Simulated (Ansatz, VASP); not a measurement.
# SrAlO: VASP beside Ansatz

```xyz
3
Lattice="3.7364 0.0000 0.0000 0.0000 3.7364 0.0000 0.0000 0.0000 3.9930" Properties=species:S:1:pos:R:3 pbc="T T T"
Sr    0.0000    0.0000    3.9797
Al    1.8682    1.8682    1.9832
O     1.8682    1.8682   -0.0133
```

Alike in both runs: functional PBE; k mesh 4 × 4 × 6; occupations gaussian, width 0.1 eV; no spin polarisation.

Ansatz relaxed the structure, and its values are those at the end. VASP's run is a single point on that final structure, the one shown.

|  | VASP | Ansatz |
| --- | --- | --- |
| version | VASP 6.6.1 | Ansatz 0.2.0 |
| potentials or method | VASP PAW PBE potentials, release 64 (Sr_sv, Al, O) | scalar-relativistic, plane waves, PAW |
| plane-wave cutoff (eV) | 520 | 420 |
| valence electrons in the cell | 19 | 19 |

Ansatz gave:

```
gap on the k mesh at the Fermi level (eV) : none
pressure (GPa)                            : 0.1
```

Problem. Which values does VASP return?

Solution. gap on the k mesh at the Fermi level (eV): none; pressure (GPa): 0.3.

A gap of «none» marks a metal or a gap that the smearing closes.

Caveats: the k mesh is coarse (spacing up to 0.42 Å⁻¹), so the values aren't converged; an odd number of electrons without spin polarisation forces a metal; a magnetic or distorted state may lie lower.
